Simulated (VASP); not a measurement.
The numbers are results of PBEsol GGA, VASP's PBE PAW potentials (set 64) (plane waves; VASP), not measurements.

A VASP calculation is set up with these files.

**POSCAR**
```
PtSe2 monolayer
1
    3.7006352004    -0.0000000000    -0.0000000000
   -1.8503176002     3.2048443192    -0.0000000000
    0.0000000000     0.0000000000    18.4740688335
Se Pt
2 1
Direct
  0.6666670000   0.3333330000   0.4299260489
  0.3333330000   0.6666670000   0.5700739511
  0.0000000000   0.0000000000   0.5000000000
```

### INCAR
```
SYSTEM = PtSe2 monolayer
PREC = Normal; ENCUT = 400; LREAL = .False.
LASPH = .True.
EDIFF = 1E-6; NELM = 100; NELMIN = 4
ALGO = Normal; LMAXMIX = 6
ISMEAR = 0; SIGMA = 0.05
GGA = PS
LWAVE = .False.; LCHARG = .False.; LORBIT = 11
LVHAR = .True.
```

File KPOINTS:
```
Automatic mesh
0
Gamma
12 12 1
0 0 0
```

POTCAR, in this order: Se Pt (PBE.64 set). Program: vasp_std. Read from the step before: WAVECAR.

What VASP printed:

**OSZICAR**
```
       N       E                     dE             d eps       ncg     rms          rms(c)
DAV:   1    -0.157802895478E+02   -0.15780E+02   -0.61148E-03   682   0.146E+00    0.922E-03
DAV:   2    -0.157802866149E+02    0.29329E-05   -0.50842E-06   766   0.188E-02    0.436E-03
DAV:   3    -0.157802871642E+02   -0.54932E-06   -0.11270E-06   593   0.838E-03    0.185E-03
DAV:   4    -0.157802878654E+02   -0.70126E-06   -0.42721E-07   614   0.506E-03
   1 F= -.15780288E+02 E0= -.15780288E+02  d E =-.228934E-11
```

OUTCAR:
```
------------------------ aborting loop because EDIFF is reached ----------------------------------------
  FORCE on cell =-STRESS in cart. coord.  units (eV):
  Direction    XX          YY          ZZ          XY          YZ          ZX
  --------------------------------------------------------------------------------------
  Total        0.0256479      0.0256479      0.0219500      0.0000000      0.0000000      0.0000000
  in kB        0.1875495      0.1875496      0.1605090      0.0000000      0.0000000      0.0000000
  external PRESSURE =       0.1785360 kB  Pullay stress =       0.0000000 kB
  volume of cell :      219.10
      direct lattice vectors                 reciprocal lattice vectors
     3.700635200  0.000000000  0.000000000     0.270223879  0.156013819  0.000000000
    -1.850317600  3.204844319  0.000000000     0.000000000  0.312027637  0.000000000
     0.000000000  0.000000000 18.474068833     0.000000000  0.000000000  0.054129927
 POSITION                                       TOTAL-FORCE (eV/Angst)
 -----------------------------------------------------------------------------------
      1.85032      1.06828      7.94248         0.000000      0.000000     -0.020248
     -0.00000      2.13656     10.53159        -0.000000     -0.000000      0.020248
      0.00000      0.00000      9.23703        -0.000000      0.000000     -0.000000
 -----------------------------------------------------------------------------------
    total drift:                                0.000000      0.000000      0.000000
  FREE ENERGIE OF THE ION-ELECTRON SYSTEM (eV)
  ---------------------------------------------------
  free  energy   TOTEN  =       -15.7802878654 eV

  energy  without entropy=      -15.7802878654  energy(sigma->0) =      -15.78028787

 total charge

# of ion       s       p       d       tot
------------------------------------------
    1        1.477   2.251   0.061   3.789
    2        1.477   2.251   0.061   3.789
    3        0.684   0.727   8.015   9.425
--------------------------------------------------
tot          3.638   5.229   8.136  17.004
```
(Selected blocks of OUTCAR.)

The cell is a sheet with vacuum, built from PtSe2 (1T layered).
